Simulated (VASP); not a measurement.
Input:

```
CELL_PARAMETERS angstrom
      4.60844     0.00000     0.00000
      0.00000     4.60844     0.00000
      0.00000     0.00000     2.96066
ATOMIC_POSITIONS crystal
  Ti 0.00000 0.00000 0.00000
  Ti 0.50000 0.50000 0.50000
  O  0.30447 0.30447 0.00000
  O  0.80447 0.19553 0.50000
  O  0.19553 0.80447 0.50000
  O  0.69553 0.69553 0.00000
```

These are PBE GGA with D4 dispersion, VASP's PBE PAW potentials (set 64) (plane waves; VASP) values and carry that method's errors. Settings: 520 eV cut-off, 6×6×8 Γ-centred mesh, tetrahedra with Blöchl corrections, potentials Ti_sv O.

Question: Estimate the energy per atom (σ→0), band gap (on the k-mesh) with the smallest direct gap where there is one.

Answer: 
```yaml
band gap (on the k-mesh): 1.84 eV
smallest direct gap (on the k-mesh): 1.84 eV
energy per atom (σ→0): -9.149 eV/atom
```

The absolute energy has meaning only against runs of the same code, potentials and settings.

The compound is TiO2 in the rutile structure. It was relaxed first.
